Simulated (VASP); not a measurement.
Level of theory: TPSS meta-GGA, VASP's PBE PAW potentials (set 64) (plane waves; VASP).

The input files of a VASP run:

**POSCAR**
```
NiSi2
1
    0.0000000000     2.6949412394     2.6949412394
    2.6949412394     0.0000000000     2.6949412394
    2.6949412394     2.6949412394    -0.0000000000
Si Ni
2 1
Direct
  0.2500000000   0.2500000000   0.2500000000
  0.7500000000   0.7500000000   0.7500000000
  0.0000000000   0.0000000000   0.0000000000
```

INCAR:
```
ALGO = Normal
EDIFF = 1E-6
EDIFFG = -0.02
ENCUT = 520
IBRION = 2
ISIF = 3
ISMEAR = 1
LASPH = .TRUE.
LCHARG = .FALSE.
LMAXMIX = 4
LMIXTAU = .TRUE.
LREAL = .FALSE.
LWAVE = .FALSE.
METAGGA = TPSS
NELM = 100
NSW = 60
PREC = Accurate
SIGMA = 0.1
SYSTEM = NiSi2
```

KPOINTS:
```
Automatic mesh
0
Gamma
9 9 9
0 0 0
```

POTCAR, in this order: Si Ni (PBE.64 set). Program: vasp_std.

What VASP printed:

**OUTCAR**
```
 ion  position               nearest neighbor table
   1  0.250  0.250  0.250-   3 2.33   3 2.33   3 2.33   3 2.33   2 2.69   2 2.69   2 2.69   2 2.69
                             2 2.69   2 2.69
   2  0.750  0.750  0.750-   3 2.33   3 2.33   3 2.33   3 2.33   1 2.69   1 2.69   1 2.69   1 2.69
                             1 2.69   1 2.69
   3  0.000  0.000  0.000-   2 2.33   2 2.33   2 2.33   1 2.33   2 2.33   1 2.33   1 2.33   1 2.33
  LATTYP: Found a face centered cubic cell.
 ALAT       =     5.3898824788
 Subroutine PRICEL returns:
 Original cell was already a primitive cell.
 Subroutine GETGRP returns: Found 48 space group operations
The static configuration has the point symmetry O_h .
The dynamic configuration has the point symmetry O_h .
 Subroutine INISYM returns: Found 48 space group operations
 Subroutine IBZKPT returns following result:
 Found     35 irreducible k-points:

 Following reciprocal coordinates:
            Coordinates               Weight
  0.000000  0.000000  0.000000      1.000000
  0.111111  0.000000  0.000000      8.000000
  0.222222  0.000000  0.000000      8.000000
  0.333333  0.000000  0.000000      8.000000
  0.444444  0.000000  0.000000      8.000000
  0.111111  0.111111  0.000000      6.000000
  0.222222  0.111111  0.000000     24.000000
  0.333333  0.111111  0.000000     24.000000
  0.444444  0.111111  0.000000     24.000000
 -0.444444  0.111111  0.000000     24.000000
 -0.333333  0.111111  0.000000     24.000000
 -0.222222  0.111111  0.000000     24.000000
 -0.111111  0.111111  0.000000     12.000000
  0.222222  0.222222  0.000000      6.000000
  0.333333  0.222222  0.000000     24.000000
  0.444444  0.222222  0.000000     24.000000
 -0.444444  0.222222  0.000000     24.000000
 -0.333333  0.222222  0.000000     24.000000
 -0.222222  0.222222  0.000000     12.000000
  0.333333  0.333333  0.000000      6.000000
  0.444444  0.333333  0.000000     24.000000
 -0.444444  0.333333  0.000000     24.000000
 -0.333333  0.333333  0.000000     12.000000
  0.444444  0.444444  0.000000      6.000000
 -0.444444  0.444444  0.000000     12.000000
  0.333333  0.222222  0.111111     24.000000
  0.444444  0.222222  0.111111     48.000000
 -0.444444  0.222222  0.111111     48.000000
  0.444444  0.333333  0.111111     24.000000
 -0.444444  0.333333  0.111111     48.000000
 -0.333333  0.333333  0.111111     48.000000
 -0.222222  0.333333  0.111111     24.000000
 -0.444444  0.444444  0.111111     24.000000
 -0.333333  0.444444  0.111111     24.000000
 -0.333333  0.444444  0.222222     24.000000
   k-points           NKPTS =     35   k-points in BZ     NKDIM =     35   number of bands    NBANDS=     13
   number of dos      NEDOS =    301   number of ions     NIONS =      3
   total plane-waves  NPLWV =  21952
   dimension x,y,z NGX =    28 NGY =   28 NGZ =   28
   dimension x,y,z NGXF=    56 NGYF=   56 NGZF=   56
   ions per type =               2   1
   PREC   = accura    normal or accurate (medium, high low for compatibility)
   ISTART =      0    job   : 0-new  1-cont  2-samecut
   ICHARG =      2    charge: 1-file 2-atom 10-const
   ISPIN  =      1    spin polarized calculation?
   LNONCOLLINEAR =      F non collinear calculations
   LSORBIT =      F    spin-orbit coupling
   INIWAV =      1    electr: 0-lowe 1-rand  2-diag
   ENCUT  =  520.0 eV  38.22 Ry    6.18 a.u.   7.09  7.09  7.09*2*pi/ulx,y,z
   NELM   =    100;   NELMIN=  2; NELMDL= -5     # of ELM steps
   EDIFF  = 0.1E-05   stopping-criterion for ELM
   LREAL  =      F    real-space projection
   NLSPLINE    = F    spline interpolate recip. space projectors
   LMAXMIX     =    4 max onsite mixed and CHGCAR
   VOSKOWN=      0    Vosko Wilk Nusair interpolation
   EDIFFG = -.2E-01   stopping-criterion for IOM
...
```

OSZICAR:
```
       N       E                     dE             d eps       ncg     rms          rms(c)
DAV:   1     0.986222238608E+02    0.98622E+02   -0.95551E+03   926   0.181E+03
DAV:   2    -0.934524958555E+01   -0.10797E+03   -0.10301E+03  1035   0.375E+02
DAV:   3    -0.162935263460E+02   -0.69483E+01   -0.68315E+01  1165   0.109E+02
DAV:   4    -0.164879491175E+02   -0.19442E+00   -0.19401E+00  1345   0.190E+01
DAV:   5    -0.164940046336E+02   -0.60555E-02   -0.60545E-02  1278   0.331E+00    0.106E+01
DAV:   6    -0.340324924890E+02   -0.17538E+02   -0.30811E+01   910   0.707E+01    0.640E+00
DAV:   7    -0.345914891342E+02   -0.55900E+00   -0.54449E+00  1247   0.549E+01    0.844E+00
DAV:   8    -0.339538254448E+02    0.63766E+00   -0.32091E+00  1206   0.485E+01    0.235E+00
DAV:   9    -0.339708789309E+02   -0.17053E-01   -0.55574E-01  1379   0.115E+01    0.229E+00
DAV:  10    -0.339707614321E+02    0.11750E-03   -0.26099E-01  1212   0.117E+01    0.386E-01
DAV:  11    -0.339741910895E+02   -0.34297E-02   -0.28333E-02  1212   0.425E+00    0.640E-01
DAV:  12    -0.339720050072E+02    0.21861E-02   -0.20625E-02  1172   0.356E+00    0.110E-01
DAV:  13    -0.339722823994E+02   -0.27739E-03   -0.16969E-03  1060   0.404E-01    0.108E-01
DAV:  14    -0.339722829481E+02   -0.54872E-06   -0.39758E-05  1324   0.137E-01    0.133E-01
DAV:  15    -0.339721529049E+02    0.13004E-03   -0.19890E-04  1293   0.331E-01    0.671E-02
DAV:  16    -0.339722106694E+02   -0.57764E-04   -0.33899E-04  1179   0.444E-01    0.228E-02
DAV:  17    -0.339721998958E+02    0.10774E-04   -0.34097E-05  1116   0.914E-02    0.168E-02
DAV:  18    -0.339722076095E+02   -0.77137E-05   -0.24905E-06   797   0.347E-02    0.175E-02
DAV:  19    -0.339722021199E+02    0.54896E-05   -0.11915E-05  1190   0.922E-02    0.261E-03
DAV:  20    -0.339722031386E+02   -0.10186E-05   -0.81434E-07   515   0.946E-03    0.123E-03
DAV:  21    -0.339722033891E+02   -0.25049E-06   -0.88362E-08   505   0.475E-03
   1 F= -.33972203E+02 E0= -.33972323E+02  d E =-.339722E+02
       N       E                     dE             d eps       ncg     rms          rms(c)
DAV:   1    -0.340143989252E+02   -0.42196E-01   -0.40484E-01   985   0.142E+01    0.199E+00
DAV:   2    -0.341009696478E+02   -0.86571E-01   -0.93110E-01  1142   0.259E+01    0.320E+00
DAV:   3    -0.339737476175E+02    0.12722E+00   -0.47006E-01  1079   0.177E+01    0.437E-01
DAV:   4    -0.339722863925E+02    0.14612E-02   -0.11188E-02  1122   0.175E+00    0.695E-02
DAV:   5    -0.339723498261E+02   -0.63434E-04   -0.43858E-04  1108   0.169E-01    0.531E-02
DAV:   6    -0.339723306228E+02    0.19203E-04   -0.56394E-05  1184   0.180E-01    0.172E-02
DAV:   7    -0.339723211532E+02    0.94696E-05   -0.19392E-05   988   0.801E-02    0.101E-02
DAV:   8    -0.339723321922E+02   -0.11039E-04   -0.90171E-06  1045   0.643E-02    0.411E-03
DAV:   9    -0.339723307221E+02    0.14701E-05   -0.12073E-06   610   0.267E-02    0.160E-03
DAV:  10    -0.339723323303E+02   -0.16082E-05   -0.41359E-07   480   0.135E-02    0.681E-04
DAV:  11    -0.339723318934E+02    0.43691E-06   -0.64034E-08   460   0.492E-03
   2 F= -.33972332E+02 E0= -.33972572E+02  d E =-.128504E-03
       N       E                     dE             d eps       ncg     rms          rms(c)
DAV:   1    -0.339832551566E+02   -0.10923E-01   -0.97114E-02  1003   0.692E+00    0.992E-01
DAV:   2    -0.340049826463E+02   -0.21727E-01   -0.23658E-01  1097   0.128E+01    0.154E+00
DAV:   3    -0.339731856880E+02    0.31797E-01   -0.10829E-01  1091   0.906E+00    0.163E-01
DAV:   4    -0.339730343293E+02    0.15136E-03   -0.25955E-03   960   0.441E-01    0.642E-02
DAV:   5    -0.339730184116E+02    0.15918E-04   -0.94995E-05  1252   0.212E-01    0.279E-02
DAV:   6    -0.339729994311E+02    0.18980E-04   -0.66184E-05  1217   0.205E-01    0.227E-02
DAV:   7    -0.339730185544E+02   -0.19123E-04   -0.63229E-05  1108   0.190E-01    0.122E-02
DAV:   8    -0.339730179306E+02    0.62383E-06   -0.14960E-06   685   0.238E-02
   3 F= -.33973018E+02 E0= -.33973202E+02  d E =-.814542E-03
       N       E                     dE             d eps       ncg     rms          rms(c)
DAV:   1    -0.339735078431E+02   -0.48929E-03   -0.47166E-03   995   0.153E+00    0.225E-01
DAV:   2    -0.339746086049E+02   -0.11008E-02   -0.12258E-02  1105   0.293E+00    0.351E-01
DAV:   3    -0.339729805765E+02    0.16280E-02   -0.56810E-03  1099   0.204E+00    0.374E-02
DAV:   4    -0.339729766069E+02    0.39696E-05   -0.12100E-04   980   0.969E-02    0.141E-02
DAV:   5    -0.339729732070E+02    0.33999E-05   -0.61265E-06  1082   0.577E-02    0.536E-03
DAV:   6    -0.339729754543E+02   -0.22473E-05   -0.70476E-07   560   0.152E-02    0.114E-03
DAV:   7    -0.339729729390E+02    0.25153E-05   -0.55920E-07   510   0.117E-02    0.789E-04
DAV:   8    -0.339729737748E+02   -0.83579E-06   -0.69194E-08   455   0.371E-03
   4 F= -.33972974E+02 E0= -.33973145E+02  d E =-.770386E-03
```

**OUTCAR**
```
------------------------ aborting loop because EDIFF is reached ----------------------------------------
  FORCE on cell =-STRESS in cart. coord.  units (eV):
  Direction    XX          YY          ZZ          XY          YZ          ZX
  --------------------------------------------------------------------------------------
  Total        0.0584157      0.0584157      0.0584157      0.0000000     -0.0000000      0.0000000
  in kB        2.3787435      2.3787435      2.3787435      0.0000000     -0.0000000      0.0000000
  external PRESSURE =       2.3787435 kB  Pullay stress =       0.0000000 kB
  volume of cell :       39.35
      direct lattice vectors                 reciprocal lattice vectors
    -0.000000000  2.699526342  2.699526342    -0.185217678  0.185217678  0.185217678
     2.699526342 -0.000000000  2.699526342     0.185217678 -0.185217678  0.185217678
     2.699526342  2.699526342  0.000000000     0.185217678  0.185217678 -0.185217678
 POSITION                                       TOTAL-FORCE (eV/Angst)
 -----------------------------------------------------------------------------------
      1.34976      1.34976      1.34976        -0.000000     -0.000000      0.000000
      4.04929      4.04929      4.04929         0.000000      0.000000     -0.000000
      0.00000      0.00000      0.00000         0.000000      0.000000      0.000000
 -----------------------------------------------------------------------------------
    total drift:                               -0.000000     -0.000000      0.000000
  FREE ENERGIE OF THE ION-ELECTRON SYSTEM (eV)
  ---------------------------------------------------
  free  energy   TOTEN  =       -33.9729737748 eV

  energy  without entropy=      -33.9734873405  energy(sigma->0) =      -33.97314496

 reached required accuracy - stopping structural energy minimisation
```
(Selected blocks of OUTCAR.)

### CONTCAR
```
NiSi2
   1.00000000000000
    -0.0000000000000000    2.6995263422102052    2.6995263422102052
     2.6995263422102052   -0.0000000000000000    2.6995263422102052
     2.6995263422102052    2.6995263422102052    0.0000000000000000
  Si              Ni
     2     1
Direct
     0.2500000000000000    0.2500000000000000    0.2500000000000000
     0.7500000000000000    0.7500000000000000    0.7500000000000000
     0.0000000000000000    0.0000000000000000    0.0000000000000000
```

OUTCAR:
```
 val. band max:       10.4640085126   @ k =   0.3333   0.2222   0.0000

 cond. band min:      10.5349924455   @ k =   0.1111   0.1111   0.0000


 Fermi energy:        10.5180453491

 k-point     1 :       0.0000    0.0000    0.0000
  band No.  band energies     occupation
      1      -3.4919      2.00000
      2       5.2285      2.00000
      3       5.2285      2.00000
      4       5.2285      2.00000
      5       6.8740      2.00000
      6       6.8740      2.00000
      7      10.3316      2.02413
      8      12.1978     -0.00000
      9      12.1978     -0.00000
     10      12.1978     -0.00000
     11      12.7171      0.00000
     12      12.7172      0.00000
     13      12.7172      0.00000

 k-point     2 :       0.1111    0.0000    0.0000
  band No.  band energies     occupation
      1      -3.3071      2.00000
      2       4.8637      2.00000
      3       5.2861      2.00000
      4       5.2861      2.00000
      5       6.8413      2.00000
      6       6.8413      2.00000
      7       9.8190      2.00000
      8      11.1571     -0.00000
      9      11.4465     -0.00000
     10      11.4465     -0.00000
     11      13.4452      0.00000
     12      13.4452      0.00000
     13      14.4307      0.00000

 k-point     3 :       0.2222    0.0000    0.0000
  band No.  band energies     occupation
      1      -2.7582      2.00000
      2       3.8632      2.00000
      3       5.4289      2.00000
      4       5.4289      2.00000
      5       6.7962      2.00000
      6       6.7962      2.00000
      7       8.3054      2.00000
      8      10.5593      0.36281
      9      10.5593      0.36268
     10      11.5237     -0.00000
     11      13.1038      0.00000
     12      13.1038      0.00000
     13      14.1300      0.00000

 k-point     4 :       0.3333    0.0000    0.0000
  band No.  band energies     occupation
      1      -1.8646      2.00000
      2       2.4305      2.00000
      3       5.5674      2.00000
...
```

The compound is NiSi2 in the fluorite structure. This run relaxes it. Symmetry was kept, so distortions that lower it aren't found. The start is the result of an earlier pass. The run is not spin-polarised, so no magnetic state was tried.
